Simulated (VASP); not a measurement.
Li2NbP2, 5 atoms in the cell. Symmetry: R-3m, No. 166, trigonal system. Conventional cell: a = 3.416 Å, b = 3.416 Å, c = 25.098 Å, α = 90.00°, β = 90.00°, γ = 120.00°. Li (site symmetry 3m) is surrounded by 3 P at 2.41 Å and 3 Nb at 2.46 Å. Around Nb (site symmetry -3m) lie 6 Li at 2.46 Å. P (site symmetry 3m) is surrounded by 3 Li at 2.41 Å. The cell was built by a generator and needn't be a form met in nature.

```yaml
Program: VASP 6.6.1
Task: single point
Functional: PBE
Potentials_or_basis: VASP PAW PBE potentials, release 64 (Li_sv, Nb_sv, P)
Cutoff: 520 eV
k_mesh: 9 × 9 × 9
Occupations: fermi-dirac, width 0.05 eV
Spin: no spin polarisation
Further_INCAR_settings: ALGO = Normal; EDIFF = 1e-07; NBANDS = 22
```

Potentials or basis: VASP PAW PBE potentials, release 64 (Li_sv, Nb_sv, P).

Command:

```bash
$ cat potpaw_PBE.64/Li_sv/POTCAR potpaw_PBE.64/Nb_sv/POTCAR potpaw_PBE.64/P/POTCAR > POTCAR
$ mpirun -np 1 vasp_std > vasp.out
```

Hardware: 1 thread of Intel(R) Xeon(R) Platinum 8488C (Sapphire Rapids), on a shared host.

Problem. How long does it take, and how much memory?

Solution. Run time: 14 min on 1 thread of Intel(R) Xeon(R) Platinum 8488C (Sapphire Rapids), with other jobs on the host, peak memory 0.63 GiB. Counts: scf iterations 16, k points 85.
